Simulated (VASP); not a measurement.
Here is the system:

```
CELL_PARAMETERS angstrom
      1.27738    -2.21248     0.00000
      1.27738     2.21248     0.00000
      0.00000     0.00000     4.22506
ATOMIC_POSITIONS crystal
  B  0.66667 0.33333 0.50023
  B  0.33333 0.66667 0.00023
  N  0.66667 0.33333 0.87477
  N  0.33333 0.66667 0.37477
```

All values below come from PW91 GGA, VASP's PBE PAW potentials (set 64) (plane waves; VASP). Numerical set-up: 520 eV cut-off, 11×11×6 Γ-centred mesh, tetrahedra with Blöchl corrections, potentials B N.

The cores are frozen, which limits the accuracy of field gradients.

Task: Give the principal components of the electric field gradient (V/Å²) and the asymmetry η at each nucleus.

Result: 
| atom | Vxx | Vyy | Vzz | η |
|---|---|---|---|---|
| B1 | -0.4 | -0.4 | 0.9 | 0.00 |
| B2 | -0.4 | -0.4 | 0.9 | 0.00 |
| N3 | -2.3 | -2.3 | 4.6 | 0.00 |
| N4 | -2.3 | -2.3 | 4.6 | 0.00 |

The compound is BN in the wurtzite structure, a metastable high-pressure form. It was relaxed first.
